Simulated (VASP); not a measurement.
A convergence study with VASP on BP (zinc blende): one setting is varied, all else stays as given below, so the limit is that of these other settings. Each run relaxes cell and ions from the cell shown. The basis is that of the starting cell, so low cut-offs carry a Pulay error.

```
CELL_PARAMETERS angstrom
      0.00000     2.27000     2.27000
      2.27000     0.00000     2.27000
      2.27000     2.27000     0.00000
ATOMIC_POSITIONS crystal
  B  0.00000 0.00000 0.00000
  P  0.25000 0.25000 0.25000
```

Calculation: PBE GGA, VASP's PBE PAW potentials (set 64) (plane waves; VASP). The tightest run used: 800 eV cut-off, 8×8×8 Γ-centred mesh, Gaussian smearing of 0.050 eV, potentials B P.

Gaps are read on the run's mesh, which can miss a band edge.

| setting | relaxed volume (Å³/atom) | E (eV/atom) | gap on the mesh (eV) | plane waves |
|---|---|---|---|---|
| ENCUT = 250 | 11.512 | -6.4241 | 1.222 | 222 |
| ENCUT = 300 | 11.670 | -6.4555 | 1.264 | 290 |
| ENCUT = 350 | 11.731 | -6.4630 | 1.275 | 360 |

These are the cheaper rows. Estimate the results at ENCUT = 800, and how far the last row shown lies from them.

```json
[
 {"quantity": "relaxed volume (Å³/atom)", "tightest run": "11.749", "last row shown is off by": "-0.018"},
 {"quantity": "E (eV/atom)", "tightest run": "-6.4658", "last row shown is off by": "0.0027"},
 {"quantity": "gap on the mesh (eV)", "tightest run": "1.277", "last row shown is off by": "-0.002"}
]
```

Left out are rungs that failed or repeat a setting and relaxations that didn't move; long series are thinned to 24 rows.

The compound is BP in the zinc blende structure.
